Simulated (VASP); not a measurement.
```yaml
crystal:
  lattice:
    - [0.00000, 2.10319, 2.10319]
    - [2.10319, 0.00000, 2.10319]
    - [2.10319, 2.10319, 0.00000]
  atoms:
    - { symbol: Au, position: [0.00000, 0.00000, 0.00000] }
```

The numbers are results of r2SCAN meta-GGA, VASP's PBE PAW potentials (set 64) (plane waves; VASP), not measurements. Settings: 520 eV cut-off, 15×15×15 Γ-centred mesh, first-order Methfessel-Paxton smearing of 0.10 eV, potentials Au.

Problem. Give the stress tensor in GPa (positive for a compressed cell).

Solution. 
```
-7.52   0.00   0.00
 0.00  -7.52   0.00
 0.00   0.00  -7.52
```
The pressure is its mean diagonal, -7.52 GPa.

The compound is Au in the fcc structure. This cell is one point of a volume scan, at 1.06 of the reference volume.
